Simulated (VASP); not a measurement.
A VASP calculation is set up with these files.

INCAR:
```
SYSTEM = PbS
PREC = Accurate
ENCUT = 180
EDIFF = 1E-6
NELM = 100
ALGO = Normal
LREAL = .FALSE.
LASPH = .TRUE.
ISMEAR = 0
SIGMA = 0.05
GGA = PE
LMAXMIX = 4
LWAVE = .FALSE.
LCHARG = .FALSE.
ISIF = 3
IBRION = 2
NSW = 40
EDIFFG = -0.01
```

### POSCAR
```
PbS
1
    0.0000000000     2.9700000000     2.9700000000
    2.9700000000     0.0000000000     2.9700000000
    2.9700000000     2.9700000000     0.0000000000
Pb S
1 1
Direct
  0.0000000000   0.0000000000   0.0000000000
  0.5000000000   0.5000000000   0.5000000000
```

**KPOINTS**
```
Automatic mesh
0
Gamma
6 6 6
0 0 0
```

POTCAR, in this order: Pb_d S (PBE.64 set). Program: vasp_std.

The resulting files:

### standard output
```
...
DAV:  10     0.283284492785E+02   -0.10838E-05   -0.39367E-05   626   0.741E-02    0.369E-02
DAV:  11     0.283284489474E+02   -0.33105E-06   -0.24858E-06   408   0.233E-02
   2 F= 0.28328449E+02 E0= 0.28330573E+02  d E =0.364799E+02
 trial-energy change:   36.479896  1 .order   40.068122  -14.466172   94.602417
 bond charge predicted
       N       E                     dE             d eps       ncg     rms          rms(c)
DAV:   1    -0.130895093404E+03   -0.15922E+03   -0.59669E+03   490   0.986E+02    0.656E+01
DAV:   2    -0.465428752989E+02    0.84352E+02   -0.44911E+02   544   0.193E+02    0.520E+01
DAV:   3    -0.101646711987E+02    0.36378E+02   -0.14112E+02   532   0.122E+02    0.176E+01
DAV:   4    -0.966418081777E+01    0.50049E+00   -0.42184E+00   502   0.183E+01    0.107E+01
DAV:   5    -0.927036936495E+01    0.39381E+00   -0.26070E-01   572   0.580E+00    0.767E-01
DAV:   6    -0.926510323503E+01    0.52661E-02   -0.50078E-02   472   0.159E+00    0.370E-01
DAV:   7    -0.926400740203E+01    0.10958E-02   -0.59828E-03   460   0.712E-01    0.248E-01
DAV:   8    -0.926383928655E+01    0.16812E-03   -0.11961E-03   606   0.314E-01    0.128E-01
DAV:   9    -0.926376969457E+01    0.69592E-04   -0.70466E-04   556   0.333E-01    0.428E-02
DAV:  10    -0.926376804442E+01    0.16501E-05   -0.30715E-05   514   0.818E-02    0.348E-02
DAV:  11    -0.926376906114E+01   -0.10167E-05   -0.10346E-06   368   0.142E-02    0.604E-03
DAV:  12    -0.926376915084E+01   -0.89696E-07   -0.27343E-07   302   0.499E-03
   3 F= -.92637692E+01 E0= -.92637692E+01  d E =-.111232E+01
 ZBRENT: interpolating
 bond charge predicted
       N       E                     dE             d eps       ncg     rms          rms(c)
DAV:   1    -0.926864202632E+01   -0.48730E-02   -0.11206E-01   562   0.511E+00    0.350E-01
DAV:   2    -0.926571185423E+01    0.29302E-02   -0.51911E-03   544   0.114E+00    0.125E-01
DAV:   3    -0.926520029038E+01    0.51156E-03   -0.20125E-03   562   0.683E-01    0.391E-02
DAV:   4    -0.926521335188E+01   -0.13062E-04   -0.40860E-05   466   0.504E-02    0.111E-02
DAV:   5    -0.926521661665E+01   -0.32648E-05   -0.22869E-06   544   0.197E-02    0.471E-03
DAV:   6    -0.926521717564E+01   -0.55899E-06   -0.23726E-07   248   0.397E-03
   4 F= -.92652172E+01 E0= -.92652172E+01  d E =-.111377E+01
 ZBRENT: interpolating
 bond charge predicted
       N       E                     dE             d eps       ncg     rms          rms(c)
DAV:   1    -0.926757736763E+01   -0.23608E-02   -0.68845E-02   568   0.403E+00    0.275E-01
DAV:   2    -0.926576928297E+01    0.18081E-02   -0.31935E-03   532   0.900E-01    0.982E-02
DAV:   3    -0.926545450785E+01    0.31478E-03   -0.12400E-03   562   0.539E-01    0.304E-02
DAV:   4    -0.926546388701E+01   -0.93792E-05   -0.24897E-05   454   0.394E-02    0.869E-03
DAV:   5    -0.926546630363E+01   -0.24166E-05   -0.12576E-06   380   0.152E-02    0.350E-03
DAV:   6    -0.926546675050E+01   -0.44687E-06   -0.25878E-07   230   0.436E-03
   5 F= -.92654668E+01 E0= -.92654668E+01  d E =-.111402E+01
 ZBRENT: accuracy reached
 bond charge predicted
       N       E                     dE             d eps       ncg     rms          rms(c)
DAV:   1    -0.926632707020E+01   -0.86077E-03   -0.30741E-02   562   0.270E+00    0.183E-01
DAV:   2    -0.926553525513E+01    0.79182E-03   -0.14102E-03   532   0.593E-01    0.657E-02
DAV:   3    -0.926539035055E+01    0.14490E-03   -0.55428E-04   556   0.359E-01    0.203E-02
DAV:   4    -0.926538722119E+01    0.31294E-05   -0.11053E-05   448   0.263E-02    0.584E-03
DAV:   5    -0.926538608854E+01    0.11327E-05   -0.55367E-07   272   0.102E-02    0.237E-03
DAV:   6    -0.926538585257E+01    0.23597E-06   -0.13464E-07   230   0.320E-03
   6 F= -.92653859E+01 E0= -.92653859E+01  d E =0.808979E-04
 trial-energy change:    0.000081  1 .order    0.000078   -0.000093    0.000249
 bond charge predicted
       N       E                     dE             d eps       ncg     rms          rms(c)
DAV:   1    -0.926597523388E+01   -0.58915E-03   -0.16288E-02   562   0.196E+00    0.134E-01
DAV:   2    -0.926554700847E+01    0.42823E-03   -0.75256E-04   532   0.436E-01    0.478E-02
DAV:   3    -0.926547359252E+01    0.73416E-04   -0.29332E-04   556   0.262E-01    0.148E-02
DAV:   4    -0.926547745766E+01   -0.38651E-05   -0.59066E-06   448   0.192E-02    0.421E-03
DAV:   5    -0.926547851866E+01   -0.10610E-05   -0.28795E-07   224   0.746E-03    0.173E-03
DAV:   6    -0.926547873630E+01   -0.21764E-06   -0.75318E-08   224   0.240E-03
   7 F= -.92654787E+01 E0= -.92654787E+01  d E =-.119858E-04
 reached required accuracy - stopping structural energy minimisation
```

### OUTCAR
```
------------------------ aborting loop because EDIFF is reached ----------------------------------------
  FORCE on cell =-STRESS in cart. coord.  units (eV):
  Direction    XX          YY          ZZ          XY          YZ          ZX
  --------------------------------------------------------------------------------------
  Total       -0.0001503     -0.0001503     -0.0001503      0.0000000      0.0000000      0.0000000
  in kB       -0.0054735     -0.0054735     -0.0054735      0.0000000      0.0000000      0.0000000
  external PRESSURE =      -0.0054735 kB  Pullay stress =       0.0000000 kB
  volume of cell :       44.00
      direct lattice vectors                 reciprocal lattice vectors
     0.000000000  2.801980180  2.801980180    -0.178445231  0.178445231  0.178445231
     2.801980180  0.000000000  2.801980180     0.178445231 -0.178445231  0.178445231
     2.801980180  2.801980180 -0.000000000     0.178445231  0.178445231 -0.178445231
  FREE ENERGIE OF THE ION-ELECTRON SYSTEM (eV)
  ---------------------------------------------------
  free  energy   TOTEN  =        -9.2654787363 eV

  energy  without entropy=       -9.2654787363  energy(sigma->0) =       -9.26547874

 reached required accuracy - stopping structural energy minimisation
```
(Selected blocks of OUTCAR.)

Q: Read input and log: which fault does this run have?
(A) a hybrid functional was run with ALGO = VeryFast
(B) EDIFF is too loose for the force threshold
(C) IBRION is misspelt, so VASP ignores the line and takes its default
(D) ENCUT is too low for a cell relaxation, so Pulay stress biases the volume

A: D, ENCUT is too low for a cell relaxation, so Pulay stress biases the volume. The run ends without an error. Against the sound run, the energy per atom (σ→0) decreases by 0.248 eV/atom; the pressure falls by 0.01 GPa; the band gap decreases by 0.05 eV; the volume falls by 19 %.

To mend it, set ENCUT = 400.

The mended run (PBE GGA, plane waves, VASP's PBE PAW potentials (set 64)) converges, and its OSZICAR ends with
```
   3 F= -.87700866E+01 E0= -.87700866E+01  d E =-.978061E-02
```

The compound is PbS in the rock salt structure.
